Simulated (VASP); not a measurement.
Level of theory: revTPSS meta-GGA, VASP's PBE PAW potentials (set 64) (plane waves; VASP 6.6.1).

The input files of a VASP run:

File POSCAR:
```
Nb
1
   -1.6422994701     1.6422994701     1.6422994701
    1.6422994701    -1.6422994701     1.6422994701
    1.6422994701     1.6422994701    -1.6422994701
Nb
1
Direct
  0.0000000000   0.0000000000   0.0000000000
```

**INCAR**
```
# general
SYSTEM =Nb
PREC   =Accurate
ENCUT  =520
LREAL  =.FALSE.
LASPH  =.TRUE.

# electronic loop
EDIFF  =1E-7
NELM   =100
ALGO   =Normal
LMAXMIX=4
LMIXTAU=.TRUE.

# smearing
ISMEAR =-5

# functional
METAGGA=RTPSS

# ions
ISIF   =2

# output
LWAVE  =.FALSE.
LCHARG =.FALSE.
LORBIT =11
NEDOS  =601
```

### KPOINTS
```
Automatic mesh
0
Gamma
  17 17 17
```

File KPOINTS_OPT:
```
k-points along high-symmetry lines
10
Line-mode
Reciprocal
  0.000000   0.000000   0.000000 ! GAMMA
  0.500000  -0.500000   0.500000 ! H

  0.500000  -0.500000   0.500000 ! H
  0.000000  -0.000000   0.500000 ! N

  0.000000  -0.000000   0.500000 ! N
  0.000000   0.000000   0.000000 ! GAMMA

  0.000000   0.000000   0.000000 ! GAMMA
  0.250000   0.250000   0.250000 ! P

  0.250000   0.250000   0.250000 ! P
  0.500000  -0.500000   0.500000 ! H

  0.250000   0.250000   0.250000 ! P
  0.000000  -0.000000   0.500000 ! N
```

POTCAR, in this order: Nb_sv (PBE.64 set). Program: vasp_std.

Estimate the energy per atom (σ→0), band gap (over mesh and band path).

- energy per atom (σ→0) = 113.6 kJ/mol of atoms
- band gap (over mesh and band path) = none (metal, semimetal or under 0.01 eV)

**OSZICAR**
```
...
DAV:  16     0.117726462857E+01   -0.24262E-04   -0.12059E-05  4644   0.392E-02    0.133E-02
DAV:  17     0.117726852575E+01    0.38972E-05   -0.42504E-06  4812   0.271E-02    0.173E-03
DAV:  18     0.117726403765E+01   -0.44881E-05   -0.52872E-07  3496   0.983E-03    0.183E-03
DAV:  19     0.117726509285E+01    0.10552E-05   -0.94705E-08  2222   0.515E-03    0.145E-03
DAV:  20     0.117726451082E+01   -0.58203E-06   -0.14358E-08  1756   0.203E-03    0.458E-04
DAV:  21     0.117726459637E+01    0.85555E-07   -0.36391E-09  1750   0.108E-03
   1 F= 0.11772646E+01 E0= 0.11772646E+01  d E =0.000000E+00
       N       E                     dE             ncg
```

The compound is Nb in the bcc structure. It was relaxed first.
